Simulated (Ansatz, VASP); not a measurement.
**Cross-check of Al2O3 (Corundum) between VASP and Ansatz**

Wanted: the spread between two codes on one cell, functional and k mesh. The cell is taken from a series of runs on this material, whose earlier steps may have relaxed, scaled, displaced or heated it; both programs get it as it stands.

Program: Ansatz 0.2.0. Level of theory: plane waves, with VASP 6.6.1 beside it; relaxation of cell and atoms at LDA. Results are calculated unless marked as measured.

**1. Starting point**

Symmetry: R-3c, No. 167, trigonal system. The conventional cell has a = 4.729 Å, b = 4.729 Å, c = 12.890 Å, α = 90.00°, β = 90.00°, γ = 120.00°. Nearest to Al lie 6 O at 1.84 to 1.95 Å. Nearest to O lie 4 Al at 1.84 to 1.95 Å. Farther neighbours and most contacts between anions are not listed.

**2. Ansatz: relaxation of cell and atoms, LDA**

Ansatz runs on its PAW soft_1 files.

The relaxed volume is the usual yardstick between codes: in a stiff, nearly cubic crystal its relative difference is about their pressure difference at one cell divided by the bulk modulus.

Contents of input.yaml:

```yaml
crystal:
  lattice:
    - [2.3643413569, 1.3650531189, 4.2966958505]
    - [-2.3643413569, 1.3650531189, 4.2966958505]
    - [0.0, -2.7301062378, 4.2966958505]
  atoms:
    - { symbol: Al, position: [0.3519802859, 0.3519802859, 0.3519802859] }
    - { symbol: Al, position: [0.1480197141, 0.1480197141, 0.1480197141] }
    - { symbol: Al, position: [0.6480197141, 0.6480197141, 0.6480197141] }
    - { symbol: Al, position: [0.8519802859, 0.8519802859, 0.8519802859] }
    - { symbol: O, position: [0.5558304635, 0.9441695365, 0.25] }
    - { symbol: O, position: [0.25, 0.5558304635, 0.9441695365] }
    - { symbol: O, position: [0.9441695365, 0.25, 0.5558304635] }
    - { symbol: O, position: [0.4441695365, 0.0558304635, 0.75] }
    - { symbol: O, position: [0.75, 0.4441695365, 0.0558304635] }
    - { symbol: O, position: [0.0558304635, 0.75, 0.4441695365] }
kpoints:
  mp_grid: { grid: [6, 6, 6] }
hamiltonian:
  xc: lda
  pseudopotentials: { kind: paw, azcp: { folder: soft_1 }, xc_functional: pbe }
scf:
  occupations: { method: fixed }
  lower_state_search: "off"
output:
  forces: true
  stress: true
  eigenvalues: true
relax:
  adjacent_minimum: "off"
  f_tol: 0.001
  max_steps: 60
  cell: { stress_tol: 0.01 }
```

Run with:

```console
ansatz run input.yaml --threads 18 --pin off --max-ram 92160MiB --backend cuda --events-out ev --progress --plain --runs-dir out --max-vram 78GiB
```

Numbers of over 12 decimals in the logs are rounded to 6 here.

What it wrote:

```text
Engine: ansatz 0.2.0, aarch64-unknown-linux-gnu
Pseudopotentials: kind: paw
Pseudopotential: Al, paw, valence charge 3, recommended cutoff 420 eV (normal), soft_1/Al.paw.azcp
Pseudopotential: O, paw, valence charge 6, recommended cutoff 420 eV (normal), soft_1/O.paw.azcp
Functional definition: SPW92
  exchange = slater_x
  correlation = pw_c
device memory: the entry about to start is reckoned to put 1.6 GiB on a device that reports 164.1 GiB free (of which the cap on the GPU budget leaves the run 78.0 GiB)
GPU FFT provider: cuFFT
GPU libraries: cuBLAS 13.8.1, cuFFT 12.4.0, cuSOLVER 12.3.2
GPU matrix products: emulated (plane waves: as basis.precision tells), large ones in fixed point in workspaces of 1.00 GiB
Crystal: 10 atoms, lattice volume = 83.204 Å³
Basis set: ecut = 420 eV, 1593 PW (Γ)
Bands: 34, of which v1, the nominal top of the filled ones, is band 24 counted from 1 (23 counted from 0)
Symmetry: 12 space group operations
Space group: R-3c (ITA 167), of the structure as read, at distance tolerance 4.4e-5 Å
k-points: 32 of 216
Non-local potential: Al, projectors of the file, l = 0: 2, l = 1: 2, l = 2: 1
Non-local potential: O, projectors of the file, l = 0: 2, l = 1: 2, l = 2: 1
PAW form: soft (Blöchl's): semilocal exchange-correlation on the pseudo side does not see the compensation charge
PAW frozen core: Al, regenerated for the run's functional, and the local potential with it (the file was generated under x = pbe(κ = 0.804, μ = 0.219515), c = pbe(β = 0.066725))
PAW frozen core: O, regenerated for the run's functional, and the local potential with it (the file was generated under x = pbe(κ = 0.804, μ = 0.219515), c = pbe(β = 0.066725))
PAW one-centre angular grid: Al, 110 points (default); XC on 64 Gauss nodes
PAW one-centre angular grid: O, 110 points (default); XC on 64 Gauss nodes
Initial density: superposition of atomic densities (chi_scale 0.1, normalization cell, long waves kept (reshape's long-wave potential 0.00 eV rms))
Initial wavefunctions: pseudopotential atomic-orbital guess
GPU buffer pool allocated for 46656 grid points (all kernels)
GPU transforms: local potential and band sums: pruned to the plane-wave sphere, on 36×36×36
Functional: x = slater, c = lda
SCF iter   1: F=—  HF=-5403.587194 eV  |F-HF|=—  |Δ(HF+E_count)|=         —  Δρ=1.23e-1  dr2=1.16e1  ethr=3.10e-3  ⟨swp⟩=4.8  Hψ=4159  notcnv=0  defer=210
preconditioner: auto → Resta (q_TF=auto, 2.489 Å⁻¹)  ε∞=3.3  [insulator: Δε(μ)=7.517 eV  Ē_g=18.578 eV  n_scr=20 (ndim 8)  ℏωp=28.2 eV  f_vac=0.000  ε∞_Penn≈3.3]
SCF iter   2: F=—  HF=-5400.165400 eV  |F-HF|=—  |Δ(HF+E_count)|=    3.42e0  Δρ=4.13e-2  dr2=6.94e-1  ethr=3.10e-3  ⟨swp⟩=2.9  Hψ=2454  notcnv=0  defer=227
SCF iter   3: F=—  HF=-5399.953875 eV  |F-HF|=—  |Δ(HF+E_count)|=   2.12e-1  Δρ=2.03e-2  dr2=1.94e-1  ethr=1.45e-3  ⟨swp⟩=1.1  Hψ=1028  notcnv=0  defer=202
SCF iter   4: F=—  HF=-5399.891129 eV  |F-HF|=—  |Δ(HF+E_count)|=   6.27e-2  Δρ=1.26e-3  dr2=6.73e-4  ethr=4.03e-4  ⟨swp⟩=2.3  Hψ=1229  notcnv=0  defer=256
SCF iter   5: F=—  HF=-5399.891322 eV  |F-HF|=—  |Δ(HF+E_count)|=   1.93e-4  Δρ=1.63e-4  dr2=2.82e-5  ethr=1.40e-6  ⟨swp⟩=2.3  Hψ=1653  notcnv=0  defer=256
SCF iter   6: F=—  HF=-5399.891480 eV  |F-HF|=—  |Δ(HF+E_count)|=   1.58e-4  Δρ=4.04e-5  dr2=1.41e-6  ethr=5.88e-8  ⟨swp⟩=2.1  Hψ=1851  notcnv=0  defer=198
SCF iter   7: F=-5399.891479 eV  HF=-5399.891479 eV  |F-HF|=1.57e-9  |Δ(HF+E_count)|=   2.76e-7  Δρ=4.52e-6  dr2=1.28e-8  ethr=2.08e-10  ⟨swp⟩=13.5  Hψ=6681  notcnv=0
SCF 1 converged in 7 iterations: F = -5399.891479 eV  dr2 = 1.28e-8
  greatest PAW one-centre occupation: 0.852 electrons in one spin orbital (limit 2), on the O atom at site 7 (counted from 0), in its partial waves of l = 0
relax step   1: F+E_penalty+E_count = -5399.89147939 eV  Δ(F+E_penalty+E_count) = +0.000e0 eV  max|allowed force component| = 6.232e-5 eV/Å  Δτ_max = 0.0000 Å  P = -0.006 GPa  Ω = 83.204 Å³  (7 SCF iters, dr2 threshold 1.00e-7 eV, accepted)
device memory: the entry about to start is reckoned to put 1.6 GiB on a device that reports 164.0 GiB free (of which the cap on the GPU budget leaves the run 78.0 GiB)
GPU FFT provider: cuFFT
GPU libraries: cuBLAS 13.8.1, cuFFT 12.4.0, cuSOLVER 12.3.2
GPU matrix products: emulated (plane waves: as basis.precision tells), large ones in fixed point in workspaces of 1.00 GiB
Initial density: handed on by an earlier stage of this run
Initial wavefunctions: pseudopotential atomic-orbital guess (no wavefunctions were taken with the density)
GPU buffer pool allocated for 46656 grid points (all kernels)
GPU transforms: local potential and band sums: pruned to the plane-wave sphere, on 36×36×36
iter 1 solved again at ethr=3.85e-8 eV; its pass at ethr=3.10e-3 eV (dr2=1.85e-5 eV) is discarded
SCF iter   1: F=—  HF=-5399.891319 eV  |F-HF|=—  |Δ(HF+E_count)|=         —  Δρ=4.54e-6  dr2=1.27e-8  ethr=3.85e-8  ⟨swp⟩=3.0  Hψ=7208  notcnv=0  defer=256
preconditioner: auto → Resta (q_TF=auto, 2.489 Å⁻¹)  ε∞=3.6  [insulator: Δε(μ)=6.439 eV  Ē_g=17.619 eV  n_scr=20 (ndim 8)  ℏωp=28.2 eV  f_vac=0.000  ε∞_Penn≈3.6]
SCF iter   2: F=—  HF=-5399.891479 eV  |F-HF|=—  |Δ(HF+E_count)|=   1.61e-4  Δρ=2.76e-6  dr2=5.37e-9  ethr=2.64e-11  ⟨swp⟩=2.0  Hψ=1663  notcnv=0  defer=248
SCF iter   3: F=—  HF=-5399.891479 eV  |F-HF|=—  |Δ(HF+E_count)|=  1.43e-10  Δρ=1.34e-6  dr2=9.77e-10  ethr=1.12e-11  ⟨swp⟩=2.8  Hψ=1921  notcnv=0  defer=248
SCF iter   4: F=—  HF=-5399.891479 eV  |F-HF|=—  |Δ(HF+E_count)|=  2.37e-10  Δρ=2.98e-7  dr2=5.12e-11  ethr=2.04e-12  ⟨swp⟩=2.2  Hψ=1520  notcnv=0  defer=248
SCF iter   5: F=—  HF=-5399.891479 eV  |F-HF|=—  |Δ(HF+E_count)|=  6.37e-12  Δρ=1.22e-7  dr2=8.75e-12  ethr=1.00e-12  ⟨swp⟩=1.0  Hψ=960  notcnv=0  defer=248
SCF iter   6: F=-5399.891479 eV  HF=-5399.891479 eV  |F-HF|=0.00e0  |Δ(HF+E_count)|=  4.55e-12  Δρ=4.08e-8  dr2=1.00e-12  ethr=1.00e-12  ⟨swp⟩=15.0  Hψ=7368  notcnv=0
SCF 2 converged in 6 iterations: F = -5399.891479 eV  dr2 = 1.00e-12
  greatest PAW one-centre occupation: 0.852 electrons in one spin orbital (limit 2), on the O atom at site 9 (counted from 0), in its partial waves of l = 0
relax step   2: F+E_penalty+E_count = -5399.89147939 eV  Δ(F+E_penalty+E_count) = -2.850e-9 eV  max|allowed force component| = 7.085e-5 eV/Å  Δτ_max = 0.0000 Å  P = -0.006 GPa  Ω = 83.204 Å³  stress off target by 6.31e-3 GPa  SCF on the basis re-selected at this cell (its energy is not comparable with the rows above)  (6 SCF iters)
basis re-selected at this cell: Δ(F+E_penalty+E_count) = -2.850e-9 eV, ΔP = +0.000 GPa vs the last step (what re-selecting the basis moved, of the pressure what is left beyond the Pulay correction that the steps carried, after the strain that the cell walked since its last selection, with what the two solves' SCF thresholds leave and, on support functions, any second-order correction that the steps lacked; it is no m [...]
SCF converged after 6 iterations
Free energy (F): -5399.891479 eV
Harris-Foulkes:  -5399.891479 eV  (|F-HF|=0.00e0)
Internal energy: -5399.891479 eV  (E = F + TS)
E sigma→0 (E₀):  -5399.891479 eV
Fermi energy:    7.629814 eV
--- Per-component energies (eV) ---
  E_band       = 60.727574
  E_kinetic    = 1138.309151
  E_local      = -1942.576396  (includes V_loc(G=0)·N_el)
  E_nonlocal   = 367.127004
  E_hartree    = 731.806773
  E_xc         = -584.584931
  E_vxc        = -677.523544  (∫ρ·V_xc dr)
  E_paw        = -2696.666071  (= ΣΔE_a)
  E_vpaw       = -288.227025  (= ΣTr[D̂ρ^β])
  E_aug_tail   = 0.004889  (compensation charges beyond the density's cutoff)
  E_ewald      = -2414.116294
  E_core_change = 0.804395  (= ΣΔE_core)
  E_smearing   = -0.000000  (= −TS)
  E_closure    = -0.000000  (closes the sum)
  Σ components = -5399.891479   (vs F -5399.891479, Δ=0.00e0)
--- Forces (eV/Å), atoms counted from 1 ---
  atom   1  Al     0.00000000    -0.00000000     0.00001851
  atom   2  Al     0.00000000     0.00000000    -0.00001851
  atom   3  Al    -0.00000000     0.00000000    -0.00001851
  atom   4  Al    -0.00000000    -0.00000000     0.00001851
  atom   5  O      0.00007085    -0.00000000     0.00000000
  atom   6  O     -0.00003543     0.00006136     0.00000000
  atom   7  O     -0.00003543    -0.00006136    -0.00000000
  atom   8  O     -0.00007085    -0.00000000    -0.00000000
  atom   9  O      0.00003543    -0.00006136    -0.00000000
  atom  10  O      0.00003543     0.00006136     0.00000000
  max |Σ_I F_I| component: 2.33e-18 eV/Å
--- Stress (GPa, compression-positive) ---
       -0.005295      -0.000000      -0.000000
       -0.000000      -0.005295      -0.000000
       -0.000000      -0.000000      -0.006307
  P = ⅓ Tr σ = -0.0056 GPa (-0.056 kbar)
--- Band table (eV; the first three rows and the last of 32) ---
  k-point 0: bands = [... 20 lower, 7.1061, 7.5886, 7.5886, 7.6298, 14.0690, 16.7536, 18.4505, 19.2060, ... 6 higher]
  k-point 1: bands = [... 20 lower, 6.9092, 7.2731, 7.5458, 7.5762, 14.6835, 17.2614, 18.0215, 18.7490, ... 6 higher]
  k-point 2: bands = [... 20 lower, 6.7465, 7.0605, 7.3894, 7.4344, 15.9622, 17.4917, 17.7439, 18.2410, ... 6 higher]
  k-point 31: bands = [... 20 lower, 7.2356, 7.2356, 7.2356, 7.2356, 16.4052, 16.4052, 18.6719, 18.6719, ... 6 higher]
--- Relaxed structure (1 steps of the walk, 1 accepted, 1 SCFs on fresh bases) ---
  F+E_penalty+E_count = -5399.89147939 eV   max|allowed force component| = 7.085e-5 eV/Å   (the final SCF, on the basis selected at the relaxed cell)
  cell:  # Å, volume = 83.2043 Å³
    - [2.364341, 1.365053, 4.2966958505]
    - [-2.364341, 1.365053, 4.2966958505]
    - [0.0, -2.730106, 4.2966958505]
  atoms:
    - { symbol: Al, position: [0.3519802859, 0.3519802859, 0.3519802859] }
    - { symbol: Al, position: [0.1480197141, 0.1480197141, 0.1480197141] }
    - { symbol: Al, position: [0.6480197141, 0.6480197141, 0.6480197141] }
    - { symbol: Al, position: [0.851980, 0.851980, 0.851980] }
    - { symbol: O, position: [0.5558304635, 0.944170, 0.250000] }
    - { symbol: O, position: [0.25, 0.5558304635, 0.9441695365] }
    - { symbol: O, position: [0.944170, 0.250000, 0.5558304635] }
    - { symbol: O, position: [0.4441695365, 0.055830, 0.75] }
    - { symbol: O, position: [0.75, 0.444170, 0.055830] }
    - { symbol: O, position: [0.055830, 0.75, 0.444170] }
```

In the SCF lines HF is the Harris–Foulkes energy and dr2 the Hartree energy of the density residual, in eV; the loop may stop once dr2 is under the threshold and the program's other checks hold. Hψ counts applications of the Hamiltonian.

[end of part 1 of 2]

[Lines on the potential files, build, host, timing and source positions are cut from VASP's logs without a mark.]

[Logs are printed without paths, hosts, clocks, repeated set-up lines and the standing remarks that a program may print on its own settings, such as how far it seeks lower states.]

[Hosts, paths, dates, database ids (printed as entryN), source tags and the programs' standing remarks are cut or masked in the printed files.]
